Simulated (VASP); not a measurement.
A run of VASP 6.6.1 is set up as follows.

The input INCAR:

```
ALGO     = Normal         # electronic algorithm
EDIFF    = 1E-6           # SCF threshold, eV
ENCUT    = 520            # plane-wave cutoff, eV
GGA      = PE             # functional
ISIF     = 2              # what is computed and relaxed
ISMEAR   = -1             # smearing method
IVDW     = 12             # dispersion correction
LASPH    = T              # aspherical terms in the spheres
LCHARG   = F              # write CHGCAR
LREAL    = Auto         
LWAVE    = F              # write WAVECAR
NBANDS   = 61             # bands
NELM     = 100            # most SCF steps
PREC     = Accurate       # precision mode
SIGMA    = 0.02           # smearing width, eV
```

File KPOINTS:

```
k-points
0
Gamma
  1 1 1
```

The input POSCAR:

```
H19C2NO8
1.0
    6.8894190000      0.0000000000      0.0000000000
    0.0000000000      6.8894190000      0.0000000000
    0.0000000000      0.0000000000      6.8894190000
O H C N
8 19 2 1
Direct
    0.8638609439      0.2691663840      0.1173829027
    0.6019956110      0.2909243871      0.6965463996
    0.9598487187      0.8260928824      0.1566169803
    0.1377619796      0.7649121065      0.5188971668
    0.2895454609      0.8624675027      0.9487447345
   -0.0294364445      0.1539462181      0.6984333512
    0.4624482848      0.2117595112      0.1043339068
    0.3250491805      0.1439308598      0.4673543589
    0.9191195948      0.2930145488     -0.0004354504
    0.9049239130      0.1373410443      0.1424358135
    0.5886272848      0.3342952432      0.8324214277
    0.7435169787      0.2714742709      0.6832361336
    0.8555873870      0.7812124651      0.0748684323
    0.9469013280      0.7633590002      0.2859747680
    0.1408391622      0.7889779965      0.6597218140
    0.2039794647      0.8791162216      0.4701993013
    0.1731640941      0.8233495452      1.0215810651
    0.3927181668      0.7661894276      0.9439838105
    0.0918509964      0.1676919345      0.6099933826
   -0.0565940321      0.0182889152      0.7246474630
    0.6033745371      0.2237634262      0.1023163201
    0.4172049922      0.0866546221      0.0418612948
    0.4104845416      0.2052567858      0.5581312444
    0.3713665840      0.1820763115      0.3363273449
    0.6208651267      0.7964822578      0.4325618750
    0.6901307643      0.5458805743      0.4373953740
    0.4399790461      0.6277597574      0.4717088625
    0.5944042596      0.6544093196      0.4955860574
    0.6202119511      0.6918580507      0.7033249103
    0.6913355103      0.7312082485      0.8561099274
```

Potentials or basis: VASP PAW PBE potentials, release 64 (O, H, C, N).

The run is started by

```console
$ cat potpaw_PBE.64/O/POTCAR potpaw_PBE.64/H/POTCAR potpaw_PBE.64/C/POTCAR potpaw_PBE.64/N/POTCAR > POTCAR
$ mpirun -np 1 vasp_gam > vasp.out
```

(1) What does it give for the dispersion energy per atom?

(2) Estimate the largest force.

(3) Predict the pressure.

## Answers

(1) -0.036 eV.

(2) 4.012 eV/Å.

(3) 0.1 GPa.

Caveat: the standard files for N, O and F lose accuracy on very short bonds.
